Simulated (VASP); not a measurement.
Calculation: PBE GGA + U (Dudarev), VASP's PBE PAW potentials (set 64) (plane waves; VASP 6.6.1).

VASP ran on this input.

### INCAR
```
SYSTEM = WSi2
PREC = Accurate
ENCUT = 400
EDIFF = 1E-6
NELM = 100
ALGO = Normal
LREAL = .FALSE.
LASPH = .TRUE.
ISMEAR = 1
SIGMA = 0.1
GGA = PE
LMAXMIX = 6
LWAVE = .FALSE.
LCHARG = .FALSE.
ISIF = 2
LDAU = .TRUE.
LDAUTYPE = 2
LDAUL = -1 2
LDAUU = 0 3.0
LDAUJ = 0 0
LDAUPRINT = 1
LORBIT = 10
```

### POSCAR
```
WSi2
1
   -1.6371000000     1.6371000000     3.9933000000
    1.6371000000    -1.6371000000     3.9933000000
    1.6371000000     1.6371000000    -3.9933000000
Si W
2 1
Direct
  0.6650000000   0.6650000000   0.0000000000
  0.3350000000   0.3350000000   0.0000000000
  0.0000000000   0.0000000000   0.0000000000
```

File KPOINTS:
```
kpoints
0
G
 12 12 12
```

POTCAR, in this order: Si W_sv (PBE.64 set). Program: vasp_std.

Output

**OUTCAR**
```
 ion  position               nearest neighbor table
   1  0.665  0.665  0.000-   2 2.64   3 2.66   3 2.66   3 2.66   3 2.66   3 2.68   2 2.68   2 2.68
                             2 2.68   2 2.68
   2  0.335  0.335  0.000-   1 2.64   3 2.66   3 2.66   3 2.66   3 2.66   3 2.68   1 2.68   1 2.68
                             1 2.68   1 2.68
   3  0.000  0.000  0.000-   1 2.66   2 2.66   1 2.66   2 2.66   1 2.66   2 2.66   2 2.66   1 2.66
                             1 2.68   2 2.68
  LATTYP: Found a body centered tetragonal cell.
 ALAT       =     3.2742000000
 C/A-ratio  =     2.4392523364
 Subroutine PRICEL returns:
 Original cell was already a primitive cell.
 Subroutine GETGRP returns: Found 16 space group operations
The static configuration has the point symmetry D_4h.
The dynamic configuration has the point symmetry D_4h.
 Subroutine INISYM returns: Found 16 space group operations
 Subroutine IBZKPT returns following result:
 Found    163 irreducible k-points:

 Following reciprocal coordinates:
            Coordinates               Weight
  0.000000  0.000000  0.000000      1.000000
  0.083333  0.000000  0.000000      8.000000
  0.166667  0.000000  0.000000      8.000000
  0.250000  0.000000 -0.000000      8.000000
  0.333333  0.000000  0.000000      8.000000
  0.416667  0.000000  0.000000      8.000000
  0.500000  0.000000 -0.000000      4.000000
  0.083333  0.083333  0.000000      8.000000
  0.166667  0.083333  0.000000     16.000000
  0.250000  0.083333 -0.000000     16.000000
  0.333333  0.083333  0.000000     16.000000
  0.416667  0.083333  0.000000     16.000000
  0.500000  0.083333 -0.000000     16.000000
 -0.416667  0.083333  0.000000     16.000000
 -0.333333  0.083333  0.000000     16.000000
 -0.250000  0.083333  0.000000     16.000000
 -0.166667  0.083333  0.000000     16.000000
 -0.083333  0.083333  0.000000      4.000000
  0.166667  0.166667  0.000000      8.000000
...
```

File OSZICAR:
```
       N       E                     dE             d eps       ncg     rms          rms(c)
DAV:   1     0.110463194141E+03    0.11046E+03   -0.96270E+03  4890   0.122E+03
DAV:   2    -0.189807721203E+02   -0.12944E+03   -0.12779E+03  5667   0.316E+02
DAV:   3    -0.224881671752E+02   -0.35074E+01   -0.34203E+01  6626   0.465E+01
DAV:   4    -0.225137027288E+02   -0.25536E-01   -0.25553E-01  5597   0.463E+00
DAV:   5    -0.225140508446E+02   -0.34812E-03   -0.34799E-03  6647   0.523E-01    0.224E+01
DAV:   6    -0.214754437773E+02    0.10386E+01   -0.71534E+00  5898   0.190E+01    0.647E+00
DAV:   7    -0.214110721801E+02    0.64372E-01   -0.39709E-01  5674   0.393E+00    0.406E+00
DAV:   8    -0.213954309254E+02    0.15641E-01   -0.62257E-02  6444   0.194E+00    0.339E-01
DAV:   9    -0.213959266086E+02   -0.49568E-03   -0.20034E-03  6017   0.341E-01    0.219E-01
DAV:  10    -0.213963220413E+02   -0.39543E-03   -0.93996E-04  6115   0.255E-01    0.411E-02
DAV:  11    -0.213963147676E+02    0.72737E-05   -0.69666E-05  6024   0.654E-02    0.161E-02
DAV:  12    -0.213963154520E+02   -0.68444E-06   -0.39427E-06  6099   0.140E-02
   1 F= -.21396315E+02 E0= -.21396154E+02  d E =-.484506E-03
```

OUTCAR:
```
------------------------ aborting loop because EDIFF is reached ----------------------------------------
  FORCE on cell =-STRESS in cart. coord.  units (eV):
  Direction    XX          YY          ZZ          XY          YZ          ZX
  --------------------------------------------------------------------------------------
  Total       -1.4710343     -1.4710343     -1.9087110      0.0000000     -0.0000000      0.0000000
  in kB      -55.0542724    -55.0542724    -71.4345661      0.0000000     -0.0000000      0.0000000
  external PRESSURE =     -60.5143703 kB  Pullay stress =       0.0000000 kB
  volume of cell :       42.81
      direct lattice vectors                 reciprocal lattice vectors
    -1.637100000  1.637100000  3.993300000     0.000000000  0.305418117  0.125209726
     1.637100000 -1.637100000  3.993300000     0.305418117  0.000000000  0.125209726
     1.637100000  1.637100000 -3.993300000     0.305418117  0.305418117  0.000000000
 POSITION                                       TOTAL-FORCE (eV/Angst)
 -----------------------------------------------------------------------------------
      0.00000      0.00000      5.31109         0.000000      0.000000     -0.051318
      0.00000      0.00000      2.67551         0.000000      0.000000      0.051318
      0.00000      0.00000      0.00000        -0.000000     -0.000000     -0.000000
 -----------------------------------------------------------------------------------
    total drift:                                0.000000      0.000000     -0.000000
  FREE ENERGIE OF THE ION-ELECTRON SYSTEM (eV)
  ---------------------------------------------------
  free  energy   TOTEN  =       -21.3963154520 eV

  energy  without entropy=      -21.3958309459  energy(sigma->0) =      -21.39615395

 total charge

# of ion       s       p       d       tot
------------------------------------------
    1        0.738   0.858   0.000   1.595
    2        0.738   0.858   0.000   1.595
    3        2.312   6.284   3.433  12.028
--------------------------------------------------
tot          3.787   7.999   3.433  15.219
```
(Selected blocks of OUTCAR.)

The compound is WSi2 in the MoSi2 type structure. The cell was not relaxed at this level. The run is one of a series of settings (LDAU = .TRUE., LDAUJ = 0 0, LDAUL = -1 2, LDAUTYPE = 2, LDAUU = 0 3.0 against the base run), some of them coarse on purpose.
